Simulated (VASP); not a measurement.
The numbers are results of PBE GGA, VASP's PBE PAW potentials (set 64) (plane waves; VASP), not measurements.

The input files of a VASP run:

**POSCAR**
```
PbF2
1
    0.0000000000     3.0405300000     2.9546830000
    2.9555420000     0.0000000000     2.9546830000
    2.9555420000     3.0405300000     0.0000000000
Pb F
1 2
Direct
  0.0000000000   0.0000000000   0.0000000000
  0.2500000000   0.2500000000   0.2500000000
  0.7403290000   0.7596710000   0.7596710000
```

### KPOINTS
```
Automatic mesh
0
Gamma
5 5 5
0 0 0
```

INCAR:
```
! general
SYSTEM =PbF2
PREC   =Accurate
ENCUT  =520   ! plane-wave cut-off (eV)
LREAL  =.FALSE.
LASPH  =.TRUE.

! electronic loop
EDIFF  =1E-6
NELM   =100
ALGO   =Normal   ! blocked Davidson
LMAXMIX=4   ! l cut-off of mixed one-centre charges

! smearing
ISMEAR =0
SIGMA  =0.05   ! width (eV)

! functional
GGA    =PE   ! PBE

! ions
ISIF   =2   ! forces and stress, cell fixed

! output
LWAVE  =.FALSE.
LCHARG =.FALSE.
```

POTCAR, in this order: Pb_d F (PBE.64 set). Program: vasp_std.

Problem. What does the run give for the energy per atom (σ→0), pressure, largest force?

Solution. 
```yaml
energy per atom (σ→0): -4.779 eV/atom
pressure: 1.01 GPa
largest_force: 0.144 eV/Å
```

### OSZICAR
```
...
DAV:   8    -0.143394540922E+02    0.45600E-02   -0.10305E-01  1412   0.396E+00    0.490E-01
DAV:   9    -0.143370555503E+02    0.23985E-02   -0.20091E-02  1576   0.109E+00    0.101E-01
DAV:  10    -0.143382170899E+02   -0.11615E-02   -0.15588E-03  1408   0.432E-01    0.277E-02
DAV:  11    -0.143382090758E+02    0.80140E-05   -0.10722E-04  1488   0.106E-01    0.118E-02
DAV:  12    -0.143382196040E+02   -0.10528E-04   -0.50000E-05  1572   0.759E-02    0.104E-02
DAV:  13    -0.143382179371E+02    0.16670E-05   -0.13713E-05  1536   0.412E-02    0.132E-03
DAV:  14    -0.143382180262E+02   -0.89105E-07   -0.60689E-07   906   0.707E-03
   1 F= -.14338218E+02 E0= -.14338218E+02  d E =-.320834E-14
```

The compound is PbF2 in the fluorite structure, the β form. The cell was not relaxed at this level, atoms are displaced from their ideal sites. The run is one of a series of settings (KPOINTS 5×5×5 Γ-centred mesh against the base run), some of them coarse on purpose.
